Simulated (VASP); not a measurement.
Calculation: PBEsol GGA, VASP's PBE PAW potentials (set 64) (plane waves; VASP).

VASP ran on this input.

POSCAR:
```
NiAl
1.0
  2.8900000000   0.0000000000   0.0000000000
  0.0000000000   2.8900000000   0.0000000000
  0.0000000000   0.0000000000   2.8900000000
Al Ni
1 1
Direct
  0.5000000000   0.5000000000   0.5000000000
  0.0000000000   0.0000000000   0.0000000000
```

**KPOINTS**
```
Automatic mesh
0
Gamma
11 11 11
0 0 0
```

**INCAR**
```
SYSTEM = NiAl
PREC = Accurate
ENCUT = 400
EDIFF = 1E-6
NELM = 100
ALGO = Normal
LREAL = .FALSE.
LASPH = .TRUE.
ISMEAR = 1
SIGMA = 0.1
GGA = PS
LMAXMIX = 4
LWAVE = .FALSE.
LCHARG = .FALSE.
IBRION = 2
ISIF = 3
NSW = 60
EDIFFG = -0.01
```

POTCAR, in this order: Al Ni (PBE.64 set). Program: vasp_std.

The run wrote:

**OSZICAR**
```
       N       E                     dE             d eps       ncg     rms          rms(c)
DAV:   1     0.316178145080E+02    0.31618E+02   -0.47299E+03  1160   0.110E+03
DAV:   2    -0.122024689429E+02   -0.43820E+02   -0.41231E+02  1134   0.185E+02
DAV:   3    -0.131683149442E+02   -0.96585E+00   -0.95961E+00  1348   0.352E+01
DAV:   4    -0.131826239705E+02   -0.14309E-01   -0.14304E-01  1314   0.389E+00
DAV:   5    -0.131830153815E+02   -0.39141E-03   -0.39140E-03  1272   0.648E-01    0.126E+01
DAV:   6    -0.153071150800E+02   -0.21241E+01   -0.65898E+01  1252   0.139E+02    0.165E+01
DAV:   7    -0.116012579227E+02    0.37059E+01   -0.18224E+01  1238   0.822E+01    0.127E+00
DAV:   8    -0.115879721959E+02    0.13286E-01   -0.50808E-01  1392   0.912E+00    0.101E+00
DAV:   9    -0.115737551949E+02    0.14217E-01   -0.54618E-02  1310   0.373E+00    0.215E-01
DAV:  10    -0.115731944752E+02    0.56072E-03   -0.23181E-03  1260   0.766E-01    0.751E-02
DAV:  11    -0.115731930610E+02    0.14143E-05   -0.61803E-05  1244   0.741E-02    0.310E-02
DAV:  12    -0.115731914944E+02    0.15665E-05   -0.66917E-06  1206   0.498E-02    0.363E-03
DAV:  13    -0.115731911451E+02    0.34936E-06   -0.10818E-07   574   0.495E-03
   1 F= -.11573191E+02 E0= -.11573007E+02  d E =-.115732E+02
       N       E                     dE             d eps       ncg     rms          rms(c)
DAV:   1    -0.122812987482E+02   -0.70811E+00   -0.86303E+00  1220   0.543E+01    0.791E+00
DAV:   2    -0.130569476252E+02   -0.77565E+00   -0.25941E+01  1260   0.883E+01    0.961E+00
DAV:   3    -0.115833981841E+02    0.14735E+01   -0.85297E+00  1236   0.549E+01    0.834E-01
DAV:   4    -0.115825192308E+02    0.87895E-03   -0.10603E-01  1228   0.351E+00    0.750E-01
DAV:   5    -0.115772329137E+02    0.52863E-02   -0.19088E-02  1422   0.201E+00    0.178E-01
DAV:   6    -0.115771176715E+02    0.11524E-03   -0.95062E-04  1244   0.501E-01    0.549E-02
DAV:   7    -0.115771088883E+02    0.87832E-05   -0.40910E-05  1588   0.896E-02    0.191E-02
DAV:   8    -0.115771064513E+02    0.24370E-05   -0.77782E-06  1090   0.454E-02    0.344E-03
DAV:   9    -0.115771063329E+02    0.11843E-06   -0.35444E-07   592   0.674E-03
   2 F= -.11577106E+02 E0= -.11576847E+02  d E =-.391519E-02
       N       E                     dE             d eps       ncg     rms          rms(c)
DAV:   1    -0.117043103715E+02   -0.12720E+00   -0.15928E+00  1202   0.242E+01    0.314E+00
DAV:   2    -0.118208627180E+02   -0.11655E+00   -0.41476E+00  1240   0.353E+01    0.406E+00
DAV:   3    -0.115875158549E+02    0.23335E+00   -0.17177E+00  1260   0.226E+01    0.610E-01
DAV:   4    -0.115832871962E+02    0.42287E-02   -0.16021E-02  1296   0.191E+00    0.982E-02
DAV:   5    -0.115831653180E+02    0.12188E-03   -0.39077E-04  1260   0.186E-01    0.348E-02
DAV:   6    -0.115831706194E+02   -0.53014E-05   -0.15168E-05  1208   0.573E-02    0.173E-02
DAV:   7    -0.115831729213E+02   -0.23019E-05   -0.40037E-06   594   0.243E-02    0.510E-03
DAV:   8    -0.115831730153E+02   -0.94074E-07   -0.15667E-06   564   0.248E-02
   3 F= -.11583173E+02 E0= -.11582950E+02  d E =-.998187E-02
```

OUTCAR:
```
------------------------ aborting loop because EDIFF is reached ----------------------------------------
  FORCE on cell =-STRESS in cart. coord.  units (eV):
  Direction    XX          YY          ZZ          XY          YZ          ZX
  --------------------------------------------------------------------------------------
  Total        0.0057158      0.0057158      0.0057158     -0.0000000      0.0000000     -0.0000000
  in kB        0.3903158      0.3903158      0.3903158     -0.0000000      0.0000000     -0.0000000
  external PRESSURE =       0.3903158 kB  Pullay stress =       0.0000000 kB
  volume of cell :       23.46
      direct lattice vectors                 reciprocal lattice vectors
     2.862801975  0.000000000 -0.000000000     0.349308128 -0.000000000 -0.000000000
     0.000000000  2.862801975 -0.000000000    -0.000000000  0.349308128 -0.000000000
     0.000000000  0.000000000  2.862801975     0.000000000  0.000000000  0.349308128
 POSITION                                       TOTAL-FORCE (eV/Angst)
 -----------------------------------------------------------------------------------
      1.43140      1.43140      1.43140         0.000000      0.000000      0.000000
      0.00000      0.00000      0.00000        -0.000000     -0.000000      0.000000
 -----------------------------------------------------------------------------------
    total drift:                               -0.000000      0.000000     -0.000000
  FREE ENERGIE OF THE ION-ELECTRON SYSTEM (eV)
  ---------------------------------------------------
  free  energy   TOTEN  =       -11.5831730153 eV

  energy  without entropy=      -11.5825048557  energy(sigma->0) =      -11.58295030

 reached required accuracy - stopping structural energy minimisation
```
(Selected blocks of OUTCAR.)

### CONTCAR
```
NiAl
   1.00000000000000
     2.8628019754805401    0.0000000000000000   -0.0000000000000000
     0.0000000000000000    2.8628019754805401   -0.0000000000000000
     0.0000000000000000    0.0000000000000000    2.8628019754805401
  Al              Ni
     1     1
Direct
     0.5000000000000000    0.5000000000000000    0.5000000000000000
     0.0000000000000000    0.0000000000000000    0.0000000000000000
```

Energy and stress use the plane-wave basis of the starting cell.

The compound is NiAl in the CsCl type structure. This run relaxes it. Symmetry was kept, so distortions that lower it aren't found. The run is not spin-polarised, so no magnetic state was tried. The electron count is odd and the run is not spin-polarised, which forces a metal.
